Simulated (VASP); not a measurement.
The system is ZrC.

```
Zr C
1.0
     0.00000    2.36500    2.36500
     2.36500    0.00000    2.36500
     2.36500    2.36500    0.00000
Zr C
1 1
Direct
  0.50000 0.50000 0.50000
  0.00000 0.00000 0.00000
```

```yaml
Program: VASP 6.6.1
Task: relaxation of cell and atoms
Functional: r2SCAN
Dispersion: rVV10
Potentials_or_basis: VASP PAW PBE potentials, release 64 (Zr_sv, C)
Cutoff: 520 eV
k_mesh: 16 × 16 × 16
Occupations: gaussian, width 0.1 eV
Spin: no spin polarisation
```

At the start: pressure -3.4 GPa; volume 13.23 Å³/atom.

Task: How do energy, volume and symmetry change on relaxing?

Result: Over 3 steps the energy falls by 2.2 meV/atom and the volume is 13.03 Å³/atom (-1.5 %); space group Fm-3m (No. 225, to 0.05 Å).

The path:
```tsv
step	energy change (eV)	largest force (eV/Å)	pressure (GPa)	volume (Å³)
1	0.0000	0.0000	-3.41	26.46
2	0.0083	0.0000	6.29	25.39
3	-0.0044	0.0000	-0.02	26.06
```

Final structure:
```cif
data_structure
_symmetry_space_group_name_H-M 'P 1'
_symmetry_Int_Tables_number 1
_cell_length_a 3.3276
_cell_length_b 3.3276
_cell_length_c 3.3276
_cell_angle_alpha 60.000
_cell_angle_beta 60.000
_cell_angle_gamma 60.000
_cell_volume 26.06
loop_
_atom_site_label
_atom_site_type_symbol
_atom_site_fract_x
_atom_site_fract_y
_atom_site_fract_z
_atom_site_occupancy
Zr1 Zr 0.50000 0.50000 0.50000 1
C1 C 0.00000 0.00000 0.00000 1
```

Caveat: the PAW data sets were made with another functional, which shifts forces and pressure a little.
